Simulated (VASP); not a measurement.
Consider the following.

```
ZrO2
1.0
    0.00000     2.54097     2.54097
    2.54097     0.00000     2.54097
    2.54097     2.54097     0.00000
Zr O
1 2
Cartesian
  0.00000   0.00000   0.00000
  1.27048   1.27048   1.27048
  3.81145   3.81145   3.81145
```

Level of theory: PBE GGA, VASP's PBE PAW potentials (set 64) (plane waves; VASP). Run with 620 eV cut-off, 8×8×8 Γ-centred mesh, Gaussian smearing of 0.050 eV, potentials Zr_sv O.

Q: The ions, cell shape and volume at an external pressure of 10.0 GPa are relaxed. Which structure does the run end with?

A: 
```
ZrO2
1.0
    0.00000     2.52522     2.52522
    2.52522     0.00000     2.52522
    2.52522     2.52522     0.00000
Zr O
1 2
Direct
  0.00000   0.00000   0.00000
  0.25000   0.25000   0.25000
  0.75000   0.75000   0.75000
```
Space group Fm-3m (225), at a tolerance of 0.03 Å.

Q: How do energy and volume change from the first to the last step?

A: The energy (σ→0) changes by +9.4 meV/atom and the volume by -1.8 %, in 3 ionic steps.

The compound is ZrO2 in the fluorite structure, the high-temperature cubic form, which is unstable at 0 K; the monoclinic form is the stable one. This run relaxes it under an external pressure of 10 GPa. Symmetry was kept, so distortions that lower it aren't found.
